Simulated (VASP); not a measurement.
SnTe: stress against strain

SnTe (rock salt, Fm-3m, 31.034 Å³/atom and stress up to 0.10 GPa in the relaxed cell, cube axes along x, y and z) under an equal strain ε along x and y, with z held. PBEsol in VASP (plane waves, PAW), 480 eV, 8×8×8 Γ-centred mesh, Gaussian smearing 0.05 eV; ions are relaxed, or left where forces stay under 0.02 eV/Å, within the symmetry of each cell. Stress is positive for a compressed cell.

Here s stands for strain and y for stress xx.

| strain (%) | stress xx (GPa) |
|---|---|
| -1.50 | 2.41 |
| -1.00 | 1.59 |
| -0.50 | 0.82 |
| 0.00 | 0.10 |
| 0.50 | -0.58 |
| 1.00 | -1.21 |
| 1.50 | -1.80 |
| 3.00 | ? |

Problem. Using a straight line, estimate the missing y at s = 3.00 from the other rows, showing the fit.

Solution. Means: s 0, y 0.190. About the means, the sum of products is -9.8150 and the sum of squares of s is 7.0000; the slope is their ratio. Least squares gives y = 0.190 - 1.4021·s. Residuals (row less fit): 0.117, -0.002, -0.071, -0.090, -0.069, 0.002, 0.113; standard error 0.094 (degrees of freedom: 5). The slope gives the elastic constants C11 + C12 = 140 ± 4 GPa (± standard error of the fit, which holds the terms cut off). At the withheld row, y = 0.190 - 1.4021 × 3.0 = -4.016 GPa. The calculation gives -3.34 GPa, 0.676 GPa above the prediction (11.8 % of the range of y in the table). The row lies outside the fitted rows, so this is an extrapolation. From the scatter of the fitted rows alone, a prediction at this place has a standard error of 0.147 GPa, so the miss is 4.6 times that.

A polynomial of degree 2 through the 12 other runs of the series gives -3.29 there, so most of the miss is curvature that the fit leaves out. This level leaves no gap over 0.05 eV at strain 3.00 %. Spin-orbit coupling is left out, which can shift these values for the heavy elements here. SnTe stands in this structure, which distorts at low temperature. Rows are the converged runs of the series near zero and its far end; series whose fitted rows scatter by over a few per cent of the range, as at a crossing or softening among them, aren't shown in this form, nor equations of state whose B0' disagrees with the runs' pressures. Most that stay on the fit to the last digits aren't either.
